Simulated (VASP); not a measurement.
Here is the system:

```xyz
8
Lattice="1.7135 -2.9678 0.0000 1.7135 2.9678 0.0000 0.0000 0.0000 11.1847" Properties=species:S:1:pos:R:3 pbc="T T T"
In     1.7135    -0.9893     2.9438
In     1.7135     0.9893     0.0140
In     1.7135    -0.9893     8.2759
N      1.7135    -0.9893     5.1293
N      1.7135     0.9893     2.1651
N      1.7135    -0.9893    10.4266
N      1.7135     0.9893     7.5076
Al     1.7135     0.9893     5.6369
```

These are PBEsol GGA, VASP's PBE PAW potentials (set 64) (plane waves; VASP) values and carry that method's errors. Settings: 520 eV cut-off, 8×8×3 Γ-centred mesh, tetrahedra with Blöchl corrections, potentials In_d N Al.

The cores are frozen, which limits the accuracy of field gradients.

Give the principal components of the electric field gradient (V/Å²) and the asymmetry η at each nucleus.

```json
[
 {"atom": "In1", "Vxx": "-7.1", "Vyy": "-7.1", "Vzz": "14.1", "η": "0.00"},
 {"atom": "In2", "Vxx": "-8.8", "Vyy": "-8.8", "Vzz": "17.7", "η": "0.00"},
 {"atom": "In3", "Vxx": "-10.8", "Vyy": "-10.8", "Vzz": "21.7", "η": "0.00"},
 {"atom": "N4", "Vxx": "-3.5", "Vyy": "-3.5", "Vzz": "7.0", "η": "0.00"},
 {"atom": "N5", "Vxx": "-5.7", "Vyy": "-5.7", "Vzz": "11.4", "η": "0.00"},
 {"atom": "N6", "Vxx": "-5.2", "Vyy": "-5.2", "Vzz": "10.4", "η": "0.00"},
 {"atom": "N7", "Vxx": "5.9", "Vyy": "5.9", "Vzz": "-11.8", "η": "0.00"},
 {"atom": "Al8", "Vxx": "7.9", "Vyy": "7.9", "Vzz": "-15.8", "η": "0.00"}
]
```

The structure was generated: AlIn3N4 was put into an ordered model structure (P3m1), which need not be its known phase. It was relaxed first.
